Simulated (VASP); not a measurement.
Consider the following.

```xyz
2
Lattice="0.0000 2.5008 2.5008 2.5008 0.0000 2.5008 2.5008 2.5008 0.0000" Properties=species:S:1:pos:R:3 pbc="T T T"
Gd     0.0000     0.0000     0.0000
N      2.5008     2.5008     2.5008
```

Calculation: optB86b-vdW, VASP's PBE PAW potentials (set 64) (plane waves; VASP). Settings: 520 eV cut-off, 13×13×13 Γ-centred mesh, first-order Methfessel-Paxton smearing of 0.10 eV, potentials Gd_3 N.

The 4f electrons are frozen in the core of the lanthanide potential, so 4f levels, which can set the real gap, and their magnetism are missing.

Problem. Estimate the energy per atom (σ→0), pressure, band gap (on the k-mesh) with the smallest direct gap where there is one.

Solution. 
The band gap (on the k-mesh) is none (metal, semimetal or under 0.01 eV) and the energy per atom (σ→0) comes out as -6334 meV/atom. The pressure comes out as -4.61 GPa.

The compound is GdN in the rock salt structure. This cell is one point of a volume scan, at 1.03 of the reference volume.
